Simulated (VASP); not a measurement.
Data:

```
Tb
1.0
    1.80000    -3.11769     0.00000
    1.80000     3.11769     0.00000
    0.00000     0.00000     5.69000
Tb
2
Cartesian
  1.80000   1.03923   1.42250
  1.80000  -1.03923   4.26750
```

All values below come from r2SCAN+rVV10, VASP's PBE PAW potentials (set 64) (plane waves; VASP 6.6.1). Settings: 520 eV cut-off, 11×11×6 Γ-centred mesh, first-order Methfessel-Paxton smearing of 0.10 eV, potentials Tb_3.

The 4f electrons are frozen in the core of the lanthanide potential, so 4f levels, which can set the real gap, and their magnetism are missing.

Q: The ions, cell shape and volume are relaxed. Which structure does the run end with?

A: 
```
Tb
1.0
    1.82583    -3.16243     0.00000
    1.82583     3.16243     0.00000
    0.00000     0.00000     5.56901
Tb
2
Cartesian
  1.82583   1.05415   1.39225
  1.82583  -1.05415   4.17675
```
Space group P6_3/mmc (194), at a tolerance of 0.03 Å.

Q: How do energy and volume change from the first to the last step?

A: The energy (σ→0) changes by -5.6 meV/atom and the volume by +0.7 %, in 9 ionic steps.

```tsv
step	E(σ→0) (eV)	max force (eV/Å)	pressure (GPa)	volume (Å³)
1	-61.9425	0.000	0.30	63.86
2	-61.9497	0.000	-0.01	64.41
3	-61.9527	0.000	-0.44	65.00
4	-61.9527	0.000	-0.36	64.89
5	-61.9536	0.000	0.07	64.22
6	-61.9536	0.000	-0.04	64.38
7	-61.9536	0.000	-0.03	64.37
8	-61.9536	0.000	-0.03	64.36
9	-61.9536	0.000	0.02	64.31
```

The compound is Tb in the hcp structure. This run relaxes it. Symmetry was kept, so distortions that lower it aren't found.
